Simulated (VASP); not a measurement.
Mo$_{3}$Si (A15) relaxed at rising pressure, in one space group throughout; other phases were not tried. The pressures are those reached. Method: PBEsol GGA, VASP's PBE PAW potentials (set 64) (plane waves; VASP).

| P (GPa) | V (Å³/atom) | k-mesh |
|---|---|---|
| 0.00 | 14.388 | 6×6×6 |
| 5.00 | 14.122 | 7×7×7 |
| 9.90 | 13.895 | 7×7×7 |
| 19.97 | 13.482 | 7×7×7 |
| 29.97 | 13.126 | 7×7×7 |

A change of mesh leaves a small step in the series.

Task: Fit an equation of state and predict the volume at 44.88 GPa.

Result: Least squares on the third-order Birch-Murnaghan form, P = (3B0/2)(y⁷ − y⁵)[1 + (3/4)(B′ − 4)(y² − 1)] with y = (V0/V)^(1/3), gives V0 = 14.385 Å³/atom, B0 = 263 GPa and B′ = 4.8, and so 12.680 Å³/atom. The run gave 12.670 Å³/atom, -0.1 % from the fit.

Pressures at which the relaxation failed are left out.

The compound is Mo3Si in the A15 structure.
